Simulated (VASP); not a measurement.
```cif
data_Mg4Se4
_chemical_formula_sum 'Mg4 Se4'
_space_group_name_H-M_alt 'Fm-3m'
_space_group_IT_number 225
_space_group_name_Hall '-F 4 2 3'
_cell_length_a 5.46425
_cell_length_b 5.46425
_cell_length_c 5.46425
_cell_angle_alpha 90.000
_cell_angle_beta 90.000
_cell_angle_gamma 90.000
loop_
_atom_site_label
_atom_site_type_symbol
_atom_site_symmetry_multiplicity
_atom_site_Wyckoff_symbol
_atom_site_fract_x
_atom_site_fract_y
_atom_site_fract_z
_atom_site_occupancy
Mg1 Mg 4 a 0.00000 0.00000 0.00000 1
Se1 Se 4 b 0.50000 0.50000 0.50000 1
```
(The calculation used a cell of 2 atoms; values per cell refer to that cell.)

Level of theory: r2SCAN meta-GGA, VASP's PBE PAW potentials (set 64) (plane waves; VASP). Settings: 520 eV cut-off, 8×8×8 Γ-centred mesh, Gaussian smearing of 0.050 eV, potentials Mg Se.

Task: Give the energy at these volumes per atom, relative to the lowest: 19.18, 19.79, 20.40, 21.02, 21.63 Å³.

Result: 16.8, 3.9, 0.0, 3.8, 14.1 meV/atom. A third-order Birch-Murnaghan fit gives B0 = 67.1 GPa and B0′ = 4.2.

Measured: a 5.460 Å (computed value off by +0.1 %), as given by M J Lucero et al., Journal of Physics Condensed Matter (2012), arXiv:1111.4515. The calculation is for a static lattice, while the measured a holds thermal and zero-point effects, which are part of the difference.

The compound is MgSe in the rock salt structure. It was relaxed first.
